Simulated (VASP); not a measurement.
Data:

```
TaSe2
1.0
    3.39929     0.00000     0.00000
   -1.69965     2.94387     0.00000
    0.00000     0.00000    12.15638
Ta Se
2 4
Direct
  0.00000   0.00000   0.25000
  0.00000   0.00000   0.75000
  0.33333   0.66667   0.11347
  0.66667   0.33333   0.61347
  0.33333   0.66667   0.38653
  0.66667   0.33333   0.88653
```

Calculation: LDA (Ceperley-Alder, Perdew-Zunger), VASP's LDA PAW potentials (set 64) (plane waves; VASP). Settings: 400 eV cut-off, 12×12×3 Γ-centred mesh, tetrahedra with Blöchl corrections, potentials Ta_pv Se.

The cores are frozen, which limits the accuracy of field gradients.

Question: Give the principal components of the electric field gradient (V/Å²) and the asymmetry η at each nucleus.

Answer: 
```tsv
atom	Vxx	Vyy	Vzz	η
Ta1	81.9	81.8	-163.7	0.00
Ta2	81.9	81.8	-163.7	0.00
Se3	18.8	18.8	-37.5	0.00
Se4	18.8	18.8	-37.5	0.00
Se5	18.8	18.8	-37.5	0.00
Se6	18.8	18.8	-37.5	0.00
```

The structure comes from a measured TaSe2 entry (P6_3/mmc) of the Crystallography Open Database, whose conditions weren't checked. It was relaxed first, which changed the volume by -6 %.
